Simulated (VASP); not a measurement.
# CdSe (Cadmoselite): what each functional gives, and what it costs, part 3 of 7

Wanted: bands and gap of CdSe (Cadmoselite) from one functional after another. The start is a cell from a database of measured crystal structures.

VASP 6.6.1, plane waves and PAW; the level of theory is named at each step.

Still holding for the runs below: Spin-orbit coupling is off here; it would split degenerate levels, and it lifts a valence top of Se p states by about 0.1 eV.

So far, least gap on mesh and path (eV): step 2 (bands, level LDA, k 4×4×2) 0.413; step 3 (bands, level PBE, k 4×4×2) 0.667; step 4 (bands, level r2SCAN, k 4×4×2) 1.16.

## (5) Bands with TB-mBJ, k 4×4×2

This step: TB-mBJ; plane waves and PAW (Cd, Se) (VASP 6.6.1).

TB-mBJ is a local potential fitted to gaps: it costs far less than a hybrid but gives no energy.

Contents of INCAR:

```
SYSTEM = CdSe
PREC = Accurate
ENCUT = 400
EDIFF = 1E-06
NELM = 150
ISMEAR = 0
SIGMA = 0.02
LREAL = .FALSE.
ALGO = Normal
METAGGA = MBJ
LASPH = .TRUE.
NBANDS = 32
LORBIT = 11
LWAVE = .FALSE.
LCHARG = .FALSE.
KPAR = 4
NCORE = 2
```

Contents of POSCAR:

```
CdSe
1.0
    4.2990000000      0.0000000000      0.0000000000
   -2.1495000000      3.7230432109      0.0000000000
    0.0000000000      0.0000000000      7.0100000000
Cd Se
2 2
Direct
    0.3333333333      0.6666666667      0.0000000000
    0.6666666667      0.3333333333      0.5000000000
    0.3333333333      0.6666666667      0.3767900000
    0.6666666667      0.3333333333      0.8767900000
```

Contents of KPOINTS:

```
Automatic mesh
0
Gamma
4 4 2
0 0 0
```

Contents of KPOINTS_OPT:

```
Line mode
16
Line-mode
Reciprocal
  0.00000000   0.00000000   0.00000000 GAMMA
  0.50000000   0.00000000   0.00000000 M

  0.50000000   0.00000000   0.00000000 M
  0.33333333   0.33333333   0.00000000 K

  0.33333333   0.33333333   0.00000000 K
  0.00000000   0.00000000   0.00000000 GAMMA

  0.00000000   0.00000000   0.00000000 GAMMA
  0.00000000   0.00000000   0.50000000 A

  0.00000000   0.00000000   0.50000000 A
  0.50000000   0.00000000   0.50000000 L

  0.50000000   0.00000000   0.50000000 L
  0.33333333   0.33333333   0.50000000 H

  0.33333333   0.33333333   0.50000000 H
  0.00000000   0.00000000   0.50000000 A

  0.50000000   0.00000000   0.50000000 L
  0.50000000   0.00000000   0.00000000 M

  0.33333333   0.33333333   0.00000000 K
  0.33333333   0.33333333   0.50000000 H
```

PAW data sets: Cd and Se (PBE family, release 64).

On the command line:

```sh
$ mpirun -np 8 vasp_std
```

Numbers of over 12 decimals in the logs are rounded to 6 here.

Log:

```text
[... set-up lines as in an earlier step ...]
 entering main loop
       N       E                     dE             d eps       ncg     rms          rms(c)
DAV:   1     0.999668690794E+03    0.99967E+03   -0.14637E+04   520   0.828E+02
DAV:   2     0.792806910818E+03   -0.20686E+03   -0.19865E+03   608   0.242E+02
DAV:   3     0.783620432031E+03   -0.91865E+01   -0.91447E+01   624   0.521E+01
DAV:   4     0.783570034832E+03   -0.50397E-01   -0.50394E-01   568   0.381E+00
[...]
DAV:  65     0.788029303980E+03   -0.51121E-05   -0.39834E-12   256   0.137E-05    0.208E-05
DAV:  66     0.788029298405E+03   -0.55746E-05   -0.12582E-11   256   0.121E-05    0.137E-06
DAV:  67     0.788029298591E+03    0.18587E-06   -0.35794E-12   256   0.975E-06
   1 F= 0.78802930E+03 E0= 0.78802930E+03  d E =-.151213E-22
 Start KPOINTS_OPT (optional k-point list driver)
k-point batch [1-8\144]
       N       E                     dE             ncg
DAV:   1     0.412034419532E+03   -0.68607E+03      520
DAV:   2    -0.128668611920E+04   -0.16987E+04      600
DAV:   3    -0.136212466599E+04   -0.75439E+02      624
DAV:   4    -0.136258491498E+04   -0.46025E+00      544
DAV:   5    -0.136258929784E+04   -0.43829E-02      592
DAV:   6    -0.136258938254E+04   -0.84699E-04      568
DAV:   7    -0.136258938460E+04   -0.20663E-05      616
DAV:   8    -0.136258938465E+04   -0.51746E-07      384
[...]
k-point batch [137-144\144]
       N       E                     dE             ncg
DAV:   1     0.280218753817E+03   -0.80102E+04      520
DAV:   2    -0.137616750408E+04   -0.16564E+04      576
DAV:   3    -0.144632777189E+04   -0.70160E+02      624
DAV:   4    -0.144672092399E+04   -0.39315E+00      584
DAV:   5    -0.144672455387E+04   -0.36299E-02      640
DAV:   6    -0.144672461769E+04   -0.63812E-04      584
DAV:   7    -0.144672461905E+04   -0.13603E-05      608
DAV:   8    -0.144672461910E+04   -0.51351E-07      384
```

The job ended after 65 s (8 MPI ranks of AMD EPYC 7R43, shared host; peak memory 1.4 GiB).

From OUTCAR (step 5):

```text
  Total      -58.4509965    -58.4509965    -58.7344773      0.0000000      0.0000000      0.0000000
  in kB     -834.6779917   -834.6779917   -838.7260868      0.0000000      0.0000000      0.0000000
  external PRESSURE =    -836.0273567 kB  Pullay stress =       0.0000000 kB

 POSITION                                       TOTAL-FORCE (eV/Angst)
 -----------------------------------------------------------------------------------
     -0.00000      2.48203      0.00000        -0.000000      0.000000      0.053872
      2.14950      1.24101      3.50500         0.000000     -0.000000      0.053872
     -0.00000      2.48203      2.64130        -0.000000      0.000000     -0.053872
      2.14950      1.24101      6.14630        -0.000000     -0.000000     -0.053872
 -----------------------------------------------------------------------------------
    total drift:                                0.000001      0.000002     -0.020936

  FREE ENERGIE OF THE ION-ELECTRON SYSTEM (eV)
  ---------------------------------------------------
  free  energy   TOTEN  =       788.0292985908 eV

  energy  without entropy=      788.0292985908  energy(sigma->0) =      788.02929859

[... 2 parts as in an earlier step ...]

[... 1 further part left out ...]
[key lines of the parts left out:]
E-fermi :   1.3521
```

This functional is a potential without an energy, so its energies, forces and stress mean nothing and are not read.

Electronic bands along the path, in eV, zero at the valence-band top; v1 is the highest filled band, c1 the lowest empty one:

```csv
point,v4,v3,v2,v1,c1,c2,c3,c4
Γ,-0.68,-0.03,0.00,0.00,2.04,3.33,6.72,6.72
0.53 of the way,-1.91,-1.27,-0.49,-0.38,3.73,4.46,6.07,6.73
M,-2.36,-1.67,-1.15,-0.68,4.22,4.30,5.61,7.09
0.53 of the way,-2.40,-1.96,-1.30,-1.16,4.91,5.19,5.42,7.13
K,-2.72,-1.66,-1.66,-1.50,5.17,5.61,5.61,7.84
0.47 of the way,-2.25,-1.58,-0.70,-0.61,4.17,5.09,6.10,6.17
Γ,-0.68,-0.03,0.00,0.00,2.04,3.33,6.72,6.72
0.47 of the way,-0.60,-0.60,-0.09,-0.09,2.74,3.41,6.63,6.77
A,-0.35,-0.35,-0.35,-0.35,3.49,3.49,6.76,6.76
0.47 of the way,-1.17,-1.17,-0.76,-0.76,4.40,4.40,5.88,5.88
L,-1.21,-1.21,-1.20,-1.20,4.00,4.00,5.67,5.67
0.47 of the way,-1.72,-1.72,-1.06,-1.06,4.42,4.42,6.05,6.05
H,-2.17,-2.17,-1.01,-1.01,4.73,4.73,6.71,6.71
0.47 of the way,-1.28,-1.28,-1.09,-1.09,4.71,4.71,5.95,5.95
A,-0.35,-0.35,-0.35,-0.35,3.49,3.49,6.76,6.76
jump to L,-1.21,-1.21,-1.20,-1.20,4.00,4.00,5.67,5.67
0.47 of the way,-1.87,-1.53,-0.99,-0.87,3.83,4.35,5.98,5.99
M,-2.36,-1.67,-1.15,-0.68,4.22,4.30,5.61,7.09
jump to K,-2.72,-1.66,-1.66,-1.50,5.17,5.61,5.61,7.84
0.53 of the way,-2.55,-1.74,-1.29,-1.29,5.14,5.14,5.68,7.23
H,-2.17,-2.17,-1.01,-1.01,4.73,4.73,6.71,6.71
```

The largest weight of each band there:

```csv
point,v4,v3,v2,v1,c1,c2,c3,c4
Γ,Se 0.81,Se 0.83,Se 0.82,Se 0.82,Cd 0.56,Cd 0.66,Cd 0.72,Cd 0.72
M,Se 0.78,Se 0.82,Se 0.79,Se 0.82,Cd 0.54,Cd 0.67,Se 0.56,Se 0.61
K,Se 0.80,Se 0.79,Se 0.79,Se 0.78,Cd 0.61,Se 0.54,Se 0.54,Se 0.68
Γ,Se 0.81,Se 0.83,Se 0.82,Se 0.82,Cd 0.56,Cd 0.66,Cd 0.72,Cd 0.72
A,Se 0.82,Se 0.82,Se 0.82,Se 0.82,Cd 0.54,Cd 0.54,Se 0.58,Se 0.58
L,Se 0.81,Se 0.81,Se 0.81,Se 0.81,Cd 0.63,Cd 0.63,Cd 0.61,Cd 0.61
```

The gap is 2.04 eV, direct at Γ. Against LDA that is +1.62 eV; this run took 2.5 times the core time.

## (6) Bands with AM05, k 4×4×2

This step: AM05; plane waves and PAW (Cd, Se) (VASP 6.6.1).

AM05 is built from the electron gas and the surface model, and does well on lattice constants.

Edit INCAR of step 5 so:

```diff
@@ -4,3 +4,3 @@
 EDIFF = 1E-06
-NELM = 150
+NELM = 100
 ISMEAR = 0
@@ -9,4 +9,3 @@
 ALGO = Normal
-METAGGA = MBJ
-LASPH = .TRUE.
+GGA = AM
 NBANDS = 32
```

POSCAR is that of step 5.

KPOINTS is that of step 5.

KPOINTS_OPT is that of step 5.

On the command line:

```sh
$ mpirun -np 8 vasp_std
```

Log:

```text
[banner, memory and clock lines left out]
running    8 mpi-ranks, on    1 nodes
[...]
[... a notice as in an earlier step ...]

 LDA part: xc-table for (Slater+PW92), standard interpolation
 POSCAR, INCAR and KPOINTS ok, starting setup
[...]
entering main loop
       N       E                     dE             d eps       ncg     rms          rms(c)
DAV:   1     0.204290770251E+03    0.20429E+03   -0.14619E+04   520   0.827E+02
DAV:   2    -0.243051762225E+01   -0.20672E+03   -0.19838E+03   600   0.241E+02
DAV:   3    -0.120557550234E+02   -0.96252E+01   -0.95800E+01   608   0.532E+01
DAV:   4    -0.121100340058E+02   -0.54279E-01   -0.54275E-01   568   0.389E+00
[...]
DAV:  12    -0.113273545048E+02   -0.26084E-05   -0.81845E-06   632   0.262E-02    0.989E-03
DAV:  13    -0.113273598610E+02   -0.53562E-05   -0.97913E-06   536   0.133E-02    0.485E-03
DAV:  14    -0.113273599099E+02   -0.48939E-07   -0.22357E-07   480   0.227E-03
   1 F= -.11327360E+02 E0= -.11327360E+02  d E =-.122138E-24
 Start KPOINTS_OPT (optional k-point list driver)
k-point batch [1-8\144]
       N       E                     dE             ncg
DAV:   1     0.281944137246E+03   -0.81616E+03      512
DAV:   2    -0.141055693528E+04   -0.16925E+04      600
DAV:   3    -0.149013959094E+04   -0.79583E+02      576
DAV:   4    -0.149062382514E+04   -0.48423E+00      568
DAV:   5    -0.149062701208E+04   -0.31869E-02      600
DAV:   6    -0.149062705660E+04   -0.44524E-04      576
DAV:   7    -0.149062705751E+04   -0.91375E-06      512
[...]
k-point batch [137-144\144]
       N       E                     dE             ncg
DAV:   1     0.151591454054E+03   -0.81388E+04      512
DAV:   2    -0.151143427064E+04   -0.16630E+04      592
DAV:   3    -0.158594306565E+04   -0.74509E+02      616
DAV:   4    -0.158633731451E+04   -0.39425E+00      584
DAV:   5    -0.158633978562E+04   -0.24711E-02      640
DAV:   6    -0.158633981662E+04   -0.31005E-04      568
DAV:   7    -0.158633981713E+04   -0.51183E-06      576
```

The job ended after 28 s (8 MPI ranks; peak memory 1.2 GiB; 3.5 min of CPU time).

From OUTCAR (step 6):

```text
  Total        0.6262500      0.6262500      0.2966943      0.0000000      0.0000000      0.0000000
  in kB        8.9428258      8.9428258      4.2367832      0.0000000      0.0000000      0.0000000
  external PRESSURE =       7.3741449 kB  Pullay stress =       0.0000000 kB

 POSITION                                       TOTAL-FORCE (eV/Angst)
 -----------------------------------------------------------------------------------
     -0.00000      2.48203      0.00000        -0.000000     -0.000000      0.046334
      2.14950      1.24101      3.50500        -0.000000      0.000000      0.046334
     -0.00000      2.48203      2.64130         0.000000      0.000000     -0.046334
      2.14950      1.24101      6.14630         0.000000      0.000000     -0.046334
 -----------------------------------------------------------------------------------
    total drift:                               -0.000000      0.000000     -0.000259

  FREE ENERGIE OF THE ION-ELECTRON SYSTEM (eV)
  ---------------------------------------------------
  free  energy   TOTEN  =       -11.3273599099 eV

  energy  without entropy=      -11.3273599099  energy(sigma->0) =      -11.32735991

[... 2 parts as in an earlier step ...]

[... 1 further part left out ...]
[key lines of the parts left out:]
E-fermi :   1.0654
```

The electronic bands at the labelled points (eV, zero at the valence-band top; v1 is the highest filled band, c1 the lowest empty one):

```csv
point,v4,v3,v2,v1,c1,c2,c3,c4
Γ,-0.77,-0.04,0.00,0.00,0.65,2.15,5.81,5.81
0.53 of the way,-2.30,-1.44,-0.58,-0.44,2.67,3.45,5.16,5.85
M,-2.68,-1.88,-1.34,-0.78,3.19,3.30,4.79,6.15
0.53 of the way,-2.74,-2.21,-1.50,-1.33,3.98,4.32,4.54,6.16
K,-3.08,-1.89,-1.89,-1.71,4.26,4.76,4.76,7.08
0.47 of the way,-2.57,-1.84,-0.81,-0.71,3.17,4.18,5.15,5.30
Γ,-0.77,-0.04,0.00,0.00,0.65,2.15,5.81,5.81
0.47 of the way,-0.68,-0.68,-0.11,-0.11,1.63,2.24,5.72,5.89
A,-0.40,-0.40,-0.40,-0.40,2.34,2.34,5.85,5.85
0.47 of the way,-1.36,-1.36,-0.87,-0.87,3.35,3.35,4.98,4.98
L,-1.37,-1.37,-1.37,-1.37,2.92,2.92,4.82,4.82
0.47 of the way,-1.96,-1.96,-1.20,-1.20,3.39,3.39,5.21,5.21
H,-2.47,-2.47,-1.13,-1.13,3.73,3.73,5.85,5.85
0.47 of the way,-1.46,-1.46,-1.28,-1.28,3.72,3.72,5.03,5.03
A,-0.40,-0.40,-0.40,-0.40,2.34,2.34,5.85,5.85
jump to L,-1.37,-1.37,-1.37,-1.37,2.92,2.92,4.82,4.82
0.47 of the way,-2.14,-1.72,-1.13,-0.99,2.75,3.33,5.13,5.17
M,-2.68,-1.88,-1.34,-0.78,3.19,3.30,4.79,6.15
jump to K,-3.08,-1.89,-1.89,-1.71,4.26,4.76,4.76,7.08
0.53 of the way,-2.89,-1.98,-1.48,-1.48,4.21,4.21,4.79,6.39
H,-2.47,-2.47,-1.13,-1.13,3.73,3.73,5.85,5.85
```

The largest weight of each band there:

```csv
point,v4,v3,v2,v1,c1,c2,c3,c4
Γ,Se 0.79,Se 0.82,Se 0.81,Se 0.81,Cd 0.58,Cd 0.67,Cd 0.76,Cd 0.76
M,Se 0.74,Se 0.79,Se 0.76,Se 0.80,Cd 0.53,Cd 0.68,Se 0.58,Se 0.62
K,Se 0.77,Se 0.75,Se 0.75,Se 0.75,Cd 0.63,Se 0.57,Se 0.57,Se 0.78
Γ,Se 0.79,Se 0.82,Se 0.81,Se 0.81,Cd 0.58,Cd 0.67,Cd 0.76,Cd 0.76
A,Se 0.80,Se 0.80,Se 0.80,Se 0.80,Cd 0.53,Cd 0.53,Se 0.59,Se 0.59
L,Se 0.78,Se 0.78,Se 0.79,Se 0.79,Cd 0.63,Cd 0.63,Cd 0.62,Cd 0.62
```

The gap is 0.65 eV, direct at Γ. Against LDA that is +0.23 eV; the cost is about the same.

## (7) Bands with LAK, k 4×4×2

This step: LAK; plane waves and PAW (Cd, Se) (VASP 6.6.1).

LAK is a meta-GGA built to open gaps without exact exchange.

Edit INCAR of step 6 so:

```diff
@@ -9,3 +9,4 @@
 ALGO = Normal
-GGA = AM
+METAGGA = LAK
+LASPH = .TRUE.
 NBANDS = 32
```

POSCAR is that of step 6.

KPOINTS is that of step 6.

KPOINTS_OPT is that of step 6.

On the command line:

```sh
$ mpirun -np 8 vasp_std
```

Log:

```text
[... set-up lines as in an earlier step ...]
 entering main loop
       N       E                     dE             d eps       ncg     rms          rms(c)
DAV:   1     0.289169331261E+03    0.28917E+03   -0.14303E+04   512   0.823E+02
DAV:   2     0.778266275308E+02   -0.21134E+03   -0.20178E+03   592   0.243E+02
DAV:   3     0.682374877429E+02   -0.95891E+01   -0.95422E+01   640   0.537E+01
DAV:   4     0.681949976824E+02   -0.42490E-01   -0.42487E-01   544   0.355E+00
[...]
DAV:  14     0.864444306473E+02    0.42410E-04   -0.54714E-05   544   0.474E-02    0.110E-02
DAV:  15     0.864444275442E+02   -0.31031E-05   -0.49275E-06   600   0.231E-02    0.324E-03
DAV:  16     0.864444284443E+02    0.90010E-06   -0.26886E-07   328   0.306E-03
   1 F= 0.86444428E+02 E0= 0.86444428E+02  d E =-.326521E-11
 Start KPOINTS_OPT (optional k-point list driver)
k-point batch [1-8\144]
       N       E                     dE             ncg
DAV:   1     0.269323921120E+03   -0.82878E+03      512
DAV:   2    -0.147316014731E+04   -0.17425E+04      608
DAV:   3    -0.155245527043E+04   -0.79295E+02      576
DAV:   4    -0.155286645498E+04   -0.41118E+00      568
DAV:   5    -0.155286925859E+04   -0.28036E-02      600
DAV:   6    -0.155286930208E+04   -0.43483E-04      584
DAV:   7    -0.155286930299E+04   -0.91751E-06      512
[...]
k-point batch [137-144\144]
       N       E                     dE             ncg
DAV:   1     0.133498404209E+03   -0.81569E+04      512
DAV:   2    -0.157262136885E+04   -0.17061E+04      600
DAV:   3    -0.164681200787E+04   -0.74191E+02      616
DAV:   4    -0.164714962547E+04   -0.33762E+00      568
DAV:   5    -0.164715193367E+04   -0.23082E-02      640
DAV:   6    -0.164715196632E+04   -0.32654E-04      568
DAV:   7    -0.164715196690E+04   -0.57767E-06      568
```

Run time: 62 s. Hardware: 8 MPI ranks; peak memory 1.3 GiB.

OUTCAR, selected parts (step 7):

```text
  Total        3.2994678      3.2994678      2.9946194      0.0000000      0.0000000      0.0000000
  in kB       47.1162733     47.1162733     42.7630501      0.0000000      0.0000000      0.0000000
  external PRESSURE =      45.6651989 kB  Pullay stress =       0.0000000 kB

 POSITION                                       TOTAL-FORCE (eV/Angst)
 -----------------------------------------------------------------------------------
     -0.00000      2.48203      0.00000         0.000000      0.000000      0.068257
      2.14950      1.24101      3.50500        -0.000000      0.000000      0.068257
     -0.00000      2.48203      2.64130         0.000000      0.000000     -0.068257
      2.14950      1.24101      6.14630        -0.000000      0.000000     -0.068257
 -----------------------------------------------------------------------------------
    total drift:                               -0.000002     -0.000003      0.061001

  FREE ENERGIE OF THE ION-ELECTRON SYSTEM (eV)
  ---------------------------------------------------
  free  energy   TOTEN  =        86.4444284443 eV

  energy  without entropy=       86.4444284443  energy(sigma->0) =       86.44442844

[... 2 parts as in an earlier step ...]

[... 1 further part left out ...]
[key lines of the parts left out:]
E-fermi :   0.9440
```

At this level the cell is under a pressure of 4.6 GPa, so at these settings it is away from equilibrium.

Electronic bands along the path, in eV, zero at the valence-band top; v1 is the highest filled band, c1 the lowest empty one:

```csv
point,v4,v3,v2,v1,c1,c2,c3,c4
Γ,-0.76,-0.04,0.00,0.00,1.52,2.97,6.55,6.55
0.53 of the way,-2.16,-1.42,-0.57,-0.43,3.44,4.15,5.69,6.47
M,-2.64,-1.87,-1.32,-0.77,3.89,3.98,5.17,6.86
0.53 of the way,-2.71,-2.19,-1.48,-1.32,4.69,4.96,4.97,6.79
K,-3.09,-1.87,-1.87,-1.70,4.56,5.57,5.57,7.34
0.47 of the way,-2.54,-1.79,-0.79,-0.70,3.96,4.95,5.63,5.71
Γ,-0.76,-0.04,0.00,0.00,1.52,2.97,6.55,6.55
0.47 of the way,-0.67,-0.67,-0.11,-0.11,2.35,3.06,6.45,6.62
A,-0.40,-0.40,-0.40,-0.40,3.14,3.14,6.46,6.46
0.47 of the way,-1.33,-1.33,-0.86,-0.86,4.09,4.09,5.60,5.60
L,-1.36,-1.36,-1.35,-1.35,3.57,3.57,5.46,5.46
0.47 of the way,-1.95,-1.95,-1.19,-1.19,4.09,4.09,5.84,5.84
H,-2.47,-2.47,-1.13,-1.13,4.53,4.53,6.17,6.17
0.47 of the way,-1.45,-1.45,-1.25,-1.25,4.44,4.44,5.68,5.68
A,-0.40,-0.40,-0.40,-0.40,3.14,3.14,6.46,6.46
jump to L,-1.36,-1.36,-1.35,-1.35,3.57,3.57,5.46,5.46
0.47 of the way,-2.10,-1.71,-1.12,-0.97,3.44,3.94,5.77,5.78
M,-2.64,-1.87,-1.32,-0.77,3.89,3.98,5.17,6.86
jump to K,-3.09,-1.87,-1.87,-1.70,4.56,5.57,5.57,7.34
0.53 of the way,-2.89,-1.98,-1.45,-1.45,5.01,5.01,5.11,7.07
H,-2.47,-2.47,-1.13,-1.13,4.53,4.53,6.17,6.17
```

The largest weight of each band there:

```csv
point,v4,v3,v2,v1,c1,c2,c3,c4
Γ,Se 0.79,Se 0.82,Se 0.81,Se 0.81,Cd 0.57,Cd 0.68,Cd 0.74,Cd 0.74
M,Se 0.75,Se 0.80,Se 0.77,Se 0.80,Cd 0.71,Cd 0.55,Se 0.56,Se 0.61
K,Se 0.78,Se 0.77,Se 0.77,Se 0.76,Cd 0.64,Se 0.54,Se 0.54,Se 0.77
Γ,Se 0.79,Se 0.82,Se 0.81,Se 0.81,Cd 0.57,Cd 0.68,Cd 0.74,Cd 0.74
A,Se 0.80,Se 0.80,Se 0.80,Se 0.80,Cd 0.54,Cd 0.54,Se 0.57,Se 0.57
L,Se 0.79,Se 0.79,Se 0.79,Se 0.79,Cd 0.65,Cd 0.65,Cd 0.64,Cd 0.64
```

The gap is 1.52 eV, direct at Γ. Against LDA that is +1.11 eV; this run took 2.4 times the core time.

(Part 3 of 7 ends here.)

[Lines on the potential files, build, host, timing and source positions are cut from VASP's logs without a mark.]

[Logs are printed without paths, hosts, clocks, repeated set-up lines and the standing remarks that a program may print on its own settings, such as how far it seeks lower states.]

[Hosts, paths, dates, database ids (printed as entryN), source tags and the programs' standing remarks are cut or masked in the printed files.]

[Measured values are set beside computed ones only where the two were judged alike; some that the calculation misses by far are left out.]
